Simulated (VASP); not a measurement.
An input for Ansatz (written as the equivalent of a VASP run, and not itself run):

Ansatz 0.2 input:
```yaml
crystal:
  lattice:
    - [1.2432094, -2.1533021, 0.0000000]
    - [1.2432094, 2.1533021, 0.0000000]
    - [0.0000000, 0.0000000, 4.1147788]
  atoms:
    - { symbol: B, position: [0.6666670, 0.3333330, 0.5003940] }
    - { symbol: B, position: [0.3333330, 0.6666670, 0.0003940] }
    - { symbol: N, position: [0.6666670, 0.3333330, 0.8746060] }
    - { symbol: N, position: [0.3333330, 0.6666670, 0.3746060] }
kpoints:
  mp_grid: { grid: [10, 10, 6] }
hamiltonian:
  xc: lda
  pseudopotentials: { kind: paw }
scf:
  occupations: { method: gaussian, width: 0.05 }
  max_iter: 100
relax:
  max_steps: 40
  f_tol: 0.02
  cell: { p_target: 30 }
output: { forces: true, stress: true, eigenvalues: true }
```

Problem. Translate this input to VASP (INCAR, KPOINTS, POSCAR, choice of POTCAR).

Solution. This is not unique; one that fits is 
### KPOINTS
```
Automatic mesh
0
Gamma
10 10 6
0 0 0
```

POSCAR:
```
BN
1.0
  1.2432094191  -2.1533020934   0.0000000000
  1.2432094191   2.1533020934   0.0000000000
  0.0000000000   0.0000000000   4.1147788174
B N
2 2
Direct
  0.6666670000   0.3333330000   0.5003940292
  0.3333330000   0.6666670000   0.0003940292
  0.6666670000   0.3333330000   0.8746059708
  0.3333330000   0.6666670000   0.3746059708
```

INCAR:
```
IBRION = 2
NELM = 100
ALGO = Normal   ! blocked Davidson
LWAVE = .False.
LCHARG = .False.
ISMEAR = 0
LREAL = .False.
ISIF = 3   ! ions, shape and volume
SYSTEM = BN
NSW = 40
SIGMA = 0.05
ENCUT = 620   ! plane-wave cut-off (eV)
EDIFF = 1E-6   ! SCF stop (eV)
PREC = Accurate
LASPH = .True.   ! aspherical one-centre terms
EDIFFG = -0.02
PSTRESS = 300   ! kbar
```

POTCAR, in this order: B N (LDA.64 set). Program: vasp_std.

The two are equivalent in intent, not identical: each code has its own PAW files, so the cut-off isn't converted (ENCUT is set for VASP's; basis.ecutwfc is left out, and Ansatz then takes the one that its files recommend); Ansatz stops its SCF on the density residual and VASP on the energy change (EDIFF); Ansatz's lda is the Perdew-Wang form, while the LDA potentials of VASP carry Perdew-Zunger's.

The compound is BN in the wurtzite structure, a metastable high-pressure form. This run relaxes it under an external pressure of 30 GPa. Symmetry was kept, so distortions that lower it aren't found.
